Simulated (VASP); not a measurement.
# SnAs (Fm-3m) in VASP: notebook

One crystal, SnAs, is run at these levels: LDA; tasks: single point, relaxation of cell and atoms.

Everything below comes from runs of VASP 6.6.1. Logs are shortened: lines on timing, memory, paths and dates and some standing lists are left out, and cuts for length are marked.

### Step 1. The structure

It takes space group Fm-3m (No. 225, cubic). The conventional cell has a = 5.669 Å, b = 5.669 Å, c = 5.669 Å, α = 90.00°, β = 90.00°, γ = 90.00°. Sn (site symmetry m-3m) is surrounded by 6 As at 2.83 Å. As (site symmetry m-3m) is surrounded by 6 Sn at 2.83 Å.

### Step 2. Single point, LDA

File INCAR:

```
ALGO = Fast
EDIFF = 1E-6
ENCUT = 520
ISIF = 2
ISMEAR = 0
LASPH = True
LCHARG = False
LREAL = False
LWAVE = False
NBANDS = 16
NELM = 100
PREC = Accurate
SIGMA = 0.1
```

File KPOINTS:

```
k-points
0
Gamma
  12 12 12
```

File POSCAR:

```
SnAs
1.0
    0.0000000000      2.8344365179      2.8344365179
    2.8344365179      0.0000000000      2.8344365179
    2.8344365179      2.8344365179      0.0000000000
Sn As
1 1
Direct
    0.0000000000      0.0000000000      0.0000000000
    0.5000000000      0.5000000000      0.5000000000
```

Potentials or basis: VASP PAW LDA potentials, release 64 (Sn_d, As).

The run is started by

```bash
$ cat potpaw_LDA.64/Sn_d/POTCAR potpaw_LDA.64/As/POTCAR > POTCAR
$ mpirun -np 1 vasp_std > vasp.out
```

OUTCAR:

```text
EDIFF = 1E-6
   ENCUT = 520
   ISIF = 2
   ISMEAR = 0
   LASPH = True
   LREAL = False
   NELM = 100
   PREC = Accurate

 ion  position               nearest neighbor table
   1  0.000  0.000  0.000-   2 2.83   2 2.83   2 2.83   2 2.83   2 2.83   2 2.83
   2  0.500  0.500  0.500-   1 2.83   1 2.83   1 2.83   1 2.83   1 2.83   1 2.83

  LATTYP: Found a face centered cubic cell.
 ALAT       =     5.6688730358

  Lattice vectors:

 A1 = (   0.0000000000,   2.8344365179,   2.8344365179)
 A2 = (   2.8344365179,   0.0000000000,   2.8344365179)
 A3 = (   2.8344365179,   2.8344365179,   0.0000000000)

Analysis of symmetry for initial positions (statically):
=====================================================================
 Subroutine PRICEL returns:
 Original cell was already a primitive cell.

 Routine SETGRP: Setting up the symmetry group for a
 face centered cubic supercell.

 Subroutine GETGRP returns: Found 48 space group operations
 (whereof 48 operations were pure point group operations)
 out of a pool of 48 trial point group operations.

The static configuration has the point symmetry O_h .

Analysis of symmetry for dynamics (positions and initial velocities):
=====================================================================
 Subroutine PRICEL returns:
 Original cell was already a primitive cell.

 Routine SETGRP: Setting up the symmetry group for a
 face centered cubic supercell.

 Subroutine GETGRP returns: Found 48 space group operations
 (whereof 48 operations were pure point group operations)
 out of a pool of 48 trial point group operations.

The dynamic configuration has the point symmetry O_h .

 Subroutine INISYM returns: Found 48 space group operations
 (whereof 48 operations are pure point group operations),
 and found     1 'primitive' translations

----------------------------------------------------------------------------------------

                                     Primitive cell

  volume of cell :      45.5439

  direct lattice vectors                    reciprocal lattice vectors
     0.000000000  2.834436518  2.834436518    -0.176401905  0.176401905  0.176401905
     2.834436518  0.000000000  2.834436518     0.176401905 -0.176401905  0.176401905
     2.834436518  2.834436518  0.000000000     0.176401905  0.176401905 -0.176401905

  length of vectors
     4.008498565  4.008498565  4.008498565     0.305537061  0.305537061  0.305537061

  position of ions in fractional coordinates (direct lattice)
     0.000000000  0.000000000  0.000000000
     0.500000000  0.500000000  0.500000000

  ion indices of the primitive-cell ions
   primitive index   ion index
                 1           1
                 2           2

----------------------------------------------------------------------------------------

 KPOINTS: k-points

Automatic generation of k-mesh.
 Grid dimensions read from file:
 generate k-points for:   12   12   12

 Generating k-lattice:

  Cartesian coordinates                     Fractional coordinates (reciprocal lattice)
    -0.014700159  0.014700159  0.014700159     0.083333333  0.000000000  0.000000000
     0.014700159 -0.014700159  0.014700159     0.000000000  0.083333333  0.000000000
     0.014700159  0.014700159 -0.014700159     0.000000000  0.000000000  0.083333333

  Length of vectors
     0.025461422  0.025461422  0.025461422

  Shift w.r.t. Gamma in fractional coordinates (k-lattice)
     0.000000000  0.000000000  0.000000000

 Subroutine IBZKPT returns following result:
 ===========================================

 Found     72 irreducible k-points:

 Following reciprocal coordinates:
            Coordinates               Weight
  0.000000  0.000000  0.000000      1.000000
  0.083333  0.000000  0.000000      8.000000
  0.166667  0.000000  0.000000      8.000000
  0.250000  0.000000  0.000000      8.000000
  0.333333  0.000000  0.000000      8.000000
  0.416667  0.000000  0.000000      8.000000
[... 16 lines left out ...]
  0.500000  0.166667  0.000000     24.000000
 -0.416667  0.166667  0.000000     24.000000
 [... further k-points ...]
   k-points           NKPTS =     72   k-points in BZ     NKDIM =     72   number of bands    NBANDS=     16
   number of dos      NEDOS =    301   number of ions     NIONS =      2
   total plane-waves  NPLWV =  27000
   dimension x,y,z NGX =    30 NGY =   30 NGZ =   30
   dimension x,y,z NGXF=    60 NGYF=   60 NGZF=   60
   ions per type =               1   1
   NGX,Y,Z   is equivalent  to a cutoff of  12.44, 12.44, 12.44 a.u.
   NGXF,Y,Z  is equivalent  to a cutoff of  24.88, 24.88, 24.88 a.u.
 SYSTEM =  unknown system
   PREC   = accura    normal or accurate (medium, high low for compatibility)
   ISTART =      0    job   : 0-new  1-cont  2-samecut
   ICHARG =      2    charge: 1-file 2-atom 10-const
   ISPIN  =      1    spin polarized calculation?
   LNONCOLLINEAR =      F non collinear calculations
   LSORBIT =      F    spin-orbit coupling
   LASPH  =      T    aspherical Exc in radial PAW
   ENCUT  =  520.0 eV  38.22 Ry    6.18 a.u.   7.45  7.45  7.45*2*pi/ulx,y,z
   NELM   =    100;   NELMIN=  2; NELMDL= -5     # of ELM steps
   EDIFF  = 0.1E-05   stopping-criterion for ELM
   LREAL  =      F    real-space projection
   EDIFFG = 0.1E-04   stopping-criterion for IOM
   NSW    =      0    number of steps for IOM
   IBRION =     -1    ionic relax: 0-MD 1-quasi-New 2-CG
   NFREE  =      0    steps in history (QN), initial steepest desc. (CG)
   ISIF   =      2    stress and relaxation
   ISYM   =      2    0-nonsym 1-usesym 2-fastsym
   POTIM  = 0.5000    time-step for ionic-motion
   TEBEG  =    0.0;   TEEND  =   0.0 temperature during run
   PSTRESS=    0.0 pullay stress
   NELECT =      19.0000    total number of electrons
   NUPDOWN=      -1.0000    fix difference up-down
   EMIN   =  10.00;   EMAX   =-10.00  energy-range for DOS
   EFERMI =   0.00;   METHOD = LEGACY
   ISMEAR =     0;   SIGMA  =   0.10  broadening in eV -4-tet -1-fermi 0-gaus
   EFERMI_NEDOS =   21; number of points for ismear=-14 and -15
   IALGO  =     68    algorithm
   IMIX   =      4    mixing-type and parameters
     AMIX     =   0.40;   BMIX     =  1.00
     AMIX_MAG =   1.60;   BMIX_MAG =  1.00
  volume/ion in A,a.u.               =      22.77       153.67
[... 40 lines left out ...]
      3     -14.2169      2.00000
      4     -14.2169      2.00000
      5     -14.2169      2.00000
      6      -6.1578      2.00000
[... 8 lines left out ...]
     15      13.3416      0.00000
     16      13.3416      0.00000

 k-point     2 :       0.0833    0.0000    0.0000
  band No.  band energies     occupation
      1     -14.2324      2.00000
      2     -14.2324      2.00000
      3     -14.2166      2.00000
      4     -14.2155      2.00000
      5     -14.2155      2.00000
      6      -6.0720      2.00000
[... 8 lines left out ...]
     15      13.5607      0.00000
     16      13.5607      0.00000

 k-point     3 :       0.1667    0.0000    0.0000
  band No.  band energies     occupation
      1     -14.2351      2.00000
      2     -14.2351      2.00000
      3     -14.2159      2.00000
      4     -14.2113      2.00000
      5     -14.2113      2.00000
      6      -5.8172      2.00000
[... 8 lines left out ...]
     15      14.0909      0.00000
     16      14.0909      0.00000

 k-point     4 :       0.2500    0.0000    0.0000
  band No.  band energies     occupation
      1     -14.2393      2.00000
      2     -14.2393      2.00000
      3     -14.2151      2.00000
      4     -14.2049      2.00000
      5     -14.2049      2.00000
      6      -5.4043      2.00000
[... 8 lines left out ...]
     15      14.9154      0.00000
     16      14.9154      0.00000

 k-point     5 :       0.3333    0.0000    0.0000
  band No.  band energies     occupation
      1     -14.2437      2.00000
      2     -14.2437      2.00000
      3     -14.2143      2.00000
      4     -14.1983      2.00000
      5     -14.1983      2.00000
      6      -4.8629      2.00000
[... 8 lines left out ...]
     15      16.0046      0.00000
     16      16.0046      0.00000

 k-point     6 :       0.4167    0.0000    0.0000
  band No.  band energies     occupation
      1     -14.2470      2.00000
      2     -14.2470      2.00000
      3     -14.2138      2.00000
      4     -14.1934      2.00000
      5     -14.1934      2.00000
      6      -4.2862      2.00000
[... 8 lines left out ...]
     15      17.3002      0.00000
     16      17.3002      0.00000

 k-point     7 :       0.5000    0.0000    0.0000
  band No.  band energies     occupation
      1     -14.2482      2.00000
      2     -14.2482      2.00000
      3     -14.2136      2.00000
      4     -14.1916      2.00000
      5     -14.1916      2.00000
      6      -3.9803      2.00000
[... 8 lines left out ...]
     15      18.3413      0.00000
     16      18.3503      0.00000

 k-point     8 :       0.0833    0.0833    0.0000
  band No.  band energies     occupation
      1     -14.2346      2.00000
      2     -14.2306      2.00000
      3     -14.2179      2.00000
      4     -14.2145      2.00000
      5     -14.2145      2.00000
      6      -6.0433      2.00000
[... 8 lines left out ...]
     15      14.0247      0.00000
     16      14.0247      0.00000

 k-point     9 :       0.1667    0.0833    0.0000
  band No.  band energies     occupation
      1     -14.2382      2.00000
      2     -14.2309      2.00000
      3     -14.2181      2.00000
      4     -14.2114      2.00000
      5     -14.2106      2.00000
      6      -5.8445      2.00000
[... 8 lines left out ...]
     15      14.4536      0.00000
     16      14.6006      0.00000
[... 172 lines left out ...]
 k-point    19 :       0.1667    0.1667    0.0000
  band No.  band energies     occupation
      1     -14.2435      2.00000
      2     -14.2277      2.00000
      3     -14.2206      2.00000
      4     -14.2079      2.00000
      5     -14.2079      2.00000
      6      -5.7024      2.00000
[... 8 lines left out ...]
     15      15.4108      0.00000
     16      15.4108      0.00000

 k-point    20 :       0.2500    0.1667    0.0000
  band No.  band energies     occupation
      1     -14.2492      2.00000
      2     -14.2277      2.00000
      3     -14.2213      2.00000
      4     -14.2036      2.00000
      5     -14.2025      2.00000
      6      -5.3971      2.00000
[... 8 lines left out ...]
     15      16.0412      0.00000
     16      16.1563      0.00000

 k-point    21 :       0.3333    0.1667    0.0000
  band No.  band energies     occupation
      1     -14.2541      2.00000
      2     -14.2307      2.00000
      3     -14.2196      2.00000
      4     -14.1998      2.00000
      5     -14.1960      2.00000
      6      -4.9465      2.00000
[... 8 lines left out ...]
     15      16.7749      0.00000
     16      17.1202      0.00000

 k-point    22 :       0.4167    0.1667    0.0000
  band No.  band energies     occupation
      1     -14.2570      2.00000
      2     -14.2351      2.00000
      3     -14.2161      2.00000
      4     -14.1973      2.00000
      5     -14.1912      2.00000
      6      -4.3978      2.00000
[... 8 lines left out ...]
     15      17.8406      0.00000
     16      18.3066      0.00000

 k-point    23 :       0.5000    0.1667    0.0000
  band No.  band energies     occupation
      1     -14.2571      2.00000
      2     -14.2393      2.00000
      3     -14.2121      2.00000
      4     -14.1962      2.00000
      5     -14.1894      2.00000
      6      -3.8944      2.00000
[... 8 lines left out ...]
     15      18.0461      0.00000
     16      18.5158      0.00000

 k-point    24 :      -0.4167    0.1667    0.0000
  band No.  band energies     occupation
      1     -14.2544      2.00000
      2     -14.2424      2.00000
      3     -14.2095      2.00000
      4     -14.1961      2.00000
      5     -14.1912      2.00000
      6      -3.7946      2.00000
[... 8 lines left out ...]
     15      16.7858      0.00000
     16      17.0947      0.00000

 [... further k-points ...]

------------------------ aborting loop because EDIFF is reached ----------------------------------------

  FORCE on cell =-STRESS in cart. coord.  units (eV):
  Direction    XX          YY          ZZ          XY          YZ          ZX
  --------------------------------------------------------------------------------------
  -------------------------------------------------------------------------------------
  Total        0.0600857      0.0600857      0.0600857     -0.0000000     -0.0000000      0.0000000
  in kB        2.1137387      2.1137387      2.1137387     -0.0000000     -0.0000000      0.0000000
  external PRESSURE =       2.1137387 kB  Pullay stress =       0.0000000 kB

 VOLUME and BASIS-vectors are now :
 -----------------------------------------------------------------------------
  energy-cutoff  :      520.00
  volume of cell :       45.54
      direct lattice vectors                 reciprocal lattice vectors
     0.000000000  2.834436518  2.834436518    -0.176401905  0.176401905  0.176401905
     2.834436518  0.000000000  2.834436518     0.176401905 -0.176401905  0.176401905
     2.834436518  2.834436518  0.000000000     0.176401905  0.176401905 -0.176401905

 POSITION                                       TOTAL-FORCE (eV/Angst)
 -----------------------------------------------------------------------------------
      0.00000      0.00000      0.00000         0.000000      0.000000      0.000000
      2.83444      2.83444      2.83444        -0.000000     -0.000000     -0.000000
 -----------------------------------------------------------------------------------
    total drift:                               -0.000000      0.000000      0.000000

  FREE ENERGIE OF THE ION-ELECTRON SYSTEM (eV)
  ---------------------------------------------------
  free  energy   TOTEN  =       -10.0720472484 eV

  energy  without entropy=      -10.0701423370  energy(sigma->0) =      -10.07109479
```

It took 23 s on 1 thread of Intel Xeon 6975P-C (Granite Rapids), shared host; peak memory 0.18 GiB.

What came out:

| Quantity | Value |
| --- | --- |
| Free energy | -10.0720 eV |
| Pressure | 0.2 GPa |
| Band gap on the k mesh | none (metal or under the smearing width) |

Levels at points of the mesh, in eV from the Fermi level:
| k point | band 7 | band 8 | band 9 | band 10 | band 11 | band 12 | band 13 | band 14 |
| --- | --- | --- | --- | --- | --- | --- | --- | --- |
| (0.00, 0.00, 0.00) | -2.62 | -1.17 | -1.17 | -1.17 | 5.49 | 5.49 | 5.49 | 6.04 |
| (0.50, 0.00, 0.00) | -8.72 | -0.66 | -0.66 | 0.82 | 1.29 | 1.29 | 2.44 | 9.92 |
| (0.50, 0.50, 0.00) | -6.04 | -5.65 | -3.45 | -3.45 | 2.66 | 7.62 | 7.62 | 9.18 |

### Step 3. Relaxation of cell and atoms, LDA

This run uses another cell than the first one, of 22.92 Å³/atom, 1.006 times its volume.

File INCAR:

```
ALGO = Fast
EDIFF = 1E-6
EDIFFG = -0.005
ENCUT = 600
IBRION = 2
ISIF = 3
ISMEAR = 0
LASPH = T
LCHARG = F
LREAL = F
LWAVE = F
NELM = 100
NSW = 100
PREC = Accurate
SIGMA = 0.1
```

KPOINTS is that of step 2.

File POSCAR:

```
SnAs
1.0
    0.0000000000      2.8405000000      2.8405000000
    2.8405000000      0.0000000000      2.8405000000
    2.8405000000      2.8405000000      0.0000000000
Sn As
1 1
Direct
    0.0000000000      0.0000000000      0.0000000000
    0.5000000000      0.5000000000      0.5000000000
```

Potentials or basis: VASP PAW LDA potentials, release 64 (Sn_d, As).

The run is started by

```bash
$ cat potpaw_LDA.64/Sn_d/POTCAR potpaw_LDA.64/As/POTCAR > POTCAR
$ mpirun -np 1 vasp_std > vasp.out
```

Wall time 39 s (1 thread of Intel Xeon 6975P-C (Granite Rapids), shared host); peak memory 0.2 GiB.

Results (log left out):

```
Free energy                            : -10.0722 eV
Relaxed volume                         : 22.83 Å³/atom
Relaxed cell                           : a = 4.012 Å, b = 4.012 Å, c = 4.012 Å, α = 60.00°, β = 60.00°, γ = 60.00°
Space group after relaxing (to 0.05 Å) : Fm-3m (No. 225)
Energy gained by relaxing              : 0.1 meV/atom
Ionic steps                            : 5
Pressure after relaxing                : 0.0 GPa
Band gap on the k mesh                 : none (metal or under the smearing width)
```

The path:
| step | energy change (eV) | largest force (eV/Å) | pressure (GPa) | volume (Å³) |
| --- | --- | --- | --- | --- |
| 1 | 0.0000 | 0.0000 | -0.28 | 45.84 |
| 2 | -0.0001 | 0.0000 | 0.18 | 45.57 |
| 3 | -0.0002 | 0.0000 | -0.07 | 45.67 |
| 4 | -0.0001 | 0.0000 | 0.07 | 45.64 |
| 5 | -0.0001 | 0.0000 | 0.01 | 45.65 |

Final structure:
```yaml
crystal:
  lattice:
    - [0.00000, 2.83672, 2.83672]
    - [2.83672, 0.00000, 2.83672]
    - [2.83672, 2.83672, 0.00000]
  atoms:
    - { symbol: Sn, position: [0.00000, 0.00000, 0.00000] }
    - { symbol: As, position: [0.50000, 0.50000, 0.50000] }
```

Levels at points of the mesh, in eV from the Fermi level:
```csv
k point,band 7,band 8,band 9,band 10,band 11,band 12,band 13
"(0.00, 0.00, 0.00)",-2.64,-1.17,-1.17,-1.17,5.48,5.48,5.48
"(0.50, 0.00, 0.00)",-8.71,-0.66,-0.66,0.82,1.29,1.29,2.43
"(0.50, 0.50, 0.00)",-6.02,-5.65,-3.44,-3.44,2.66,7.60,7.60
```

### Step 4. Single point, LDA

File INCAR:

```
SYSTEM = SnAs
PREC     = Accurate       ! precision mode
ENCUT    = 520            ! plane-wave cutoff, eV
EDIFF    = 1E-6           ! SCF threshold, eV
ISMEAR   = 0              ! smearing method
SIGMA    = 0.15           ! smearing width, eV
LREAL    = .False.        ! projectors in reciprocal space
LASPH    = .True.         ! aspherical terms in the spheres
NELM     = 100            ! most SCF steps
ALGO     = Normal         ! electronic algorithm
ISIF     = 2              ! what is computed and relaxed
LWAVE    = .False.        ! write WAVECAR
LCHARG   = .False.        ! write CHGCAR
NBANDS   = 16             ! bands
```

File KPOINTS:

```
regular mesh
0
Gamma
  14 14 14
  0 0 0
```

File POSCAR:

```
SnAs
1.0
    0.0000000000      2.8344365179      2.8344365179
    2.8344365179      0.0000000000      2.8344365179
    2.8344365179      2.8344365179      0.0000000000
Sn As
1 1
Direct
    0.0000000000      0.0000000000      0.0000000000
    0.5000000000      0.5000000000      0.5000000000
```

The run is started by

```bash
$ cat potpaw_LDA.64/Sn_d/POTCAR potpaw_LDA.64/As/POTCAR > POTCAR
$ mpirun -np 1 vasp_std > vasp.out
```

It took 27 s on 1 thread of Intel Xeon 6975P-C (Granite Rapids), shared host; peak memory 0.2 GiB.

It converged, with:

```yaml
Free_energy: -10.0706 eV
Pressure: 0.2 GPa
Band_gap_on_the_k_mesh: none (metal or under the smearing width)
```

Levels at points of the mesh, in eV from the Fermi level:
```tsv
k point	band 6	band 7	band 8	band 9	band 10	band 11	band 12	band 13	band 14	band 15
(0.00, 0.00, 0.00)	-13.38	-2.54	-1.09	-1.09	-1.09	5.58	5.58	5.58	6.12	6.12
(0.50, 0.00, 0.00)	-11.20	-8.64	-0.58	-0.58	0.90	1.37	1.37	2.52	10.00	11.12
(0.50, 0.50, 0.00)	-10.61	-5.96	-5.56	-3.36	-3.36	2.74	7.70	7.70	9.26	11.93
```

### Step 5. Summary

| task | cell | k mesh | cutoff (eV) | smearing | gap on the mesh (eV) | pressure (GPa) |
| --- | --- | --- | --- | --- | --- | --- |
| single point | Fm-3m, 22.77 Å³/atom | 12 × 12 × 12 | 520 | gaussian 0.1 eV | none | 0.2 |
| relaxation of cell and atoms | relaxed | 12 × 12 × 12 | 600 | gaussian 0.1 eV | none | 0.0 |
| single point | Fm-3m, 22.77 Å³/atom | 14 × 14 × 14 | 520 | gaussian 0.15 eV | none | 0.2 |

Alike in all rows: level LDA; potentials or basis VASP PAW LDA potentials, release 64 (Sn_d, As); no spin polarisation.

Total energies depend on the potentials used, so only differences within one code and one set of settings carry meaning.
